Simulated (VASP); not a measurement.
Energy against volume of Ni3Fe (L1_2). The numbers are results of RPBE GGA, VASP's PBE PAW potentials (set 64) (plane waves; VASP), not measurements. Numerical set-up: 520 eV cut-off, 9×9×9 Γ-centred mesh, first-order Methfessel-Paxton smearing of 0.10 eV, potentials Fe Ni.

```tsv
V (Å³/atom)	E (eV/atom)
10.794	-5.72231
11.138	-5.74113
11.483	-5.74719
11.827	-5.74202
```

### Question
Fit these four points and predict the energy of the run at 12.172 Å³/atom.

### Answer
A cubic in V^(−2/3), the third-order Birch-Murnaghan form, passes through the four points with V0 = 11.49 Å³/atom and B0 = 174 GPa, and gives -5.7270 eV/atom there. The run gave -5.7273 eV/atom, -0.3 meV/atom from the fit; all five points give B0 = 172 GPa.

The compound is Ni3Fe in the L1_2 structure. It was relaxed first.
